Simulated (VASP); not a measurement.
Consider the following.

```yaml
crystal:
  lattice:
    - [0.00000, 2.31573, 2.31573]
    - [2.31573, 0.00000, 2.31573]
    - [2.31573, 2.31573, 0.00000]
  atoms:
    - { symbol: Hf, position: [0.00000, 0.00000, 0.00000] }
    - { symbol: C, position: [0.50000, 0.50000, 0.50000] }
```

Calculation: optB86b-vdW, VASP's PBE PAW potentials (set 64) (plane waves; VASP). Run with 520 eV cut-off, 15×15×15 Γ-centred mesh, tetrahedra with Blöchl corrections, potentials Hf_pv C.

Unless said otherwise, spin-orbit coupling is left out, though it shifts the bands of the heavy elements here.

### Question
Tabulate the total density of states (states/eV per cell) against energy (eV; zero at the valence-band maximum or, without a gap, the Fermi level).

### Answer

```
E (eV) | DOS (states/eV)
    -9.98 | ####### 1.08
    -9.38 | ######### 1.41
    -8.90 | ## 0.34
    -8.30 |  0.00
    -7.70 |  0.00
    -7.22 |  0.00
    -6.62 |  0.00
    -6.02 | # 0.08
    -5.54 | ## 0.25
    -4.94 | #### 0.59
    -4.34 | ##### 0.82
    -3.86 | ###### 0.96
    -3.26 | ### 0.52
    -2.66 | ############################## 4.60
    -2.18 | ############## 2.15
    -1.58 | ####### 1.00
    -0.98 | #### 0.61
    -0.50 | ## 0.38
     0.10 | ## 0.26
     0.70 | ## 0.32
     1.18 | ### 0.43
     1.78 | #### 0.56
     2.38 | #### 0.64
     2.86 | ##### 0.73
     3.46 | ###### 0.86
```
Within 2 eV below the Fermi level the largest weight inside VASP's projection spheres is C p, then Hf d.

The compound is HfC in the rock salt structure. It was relaxed first.
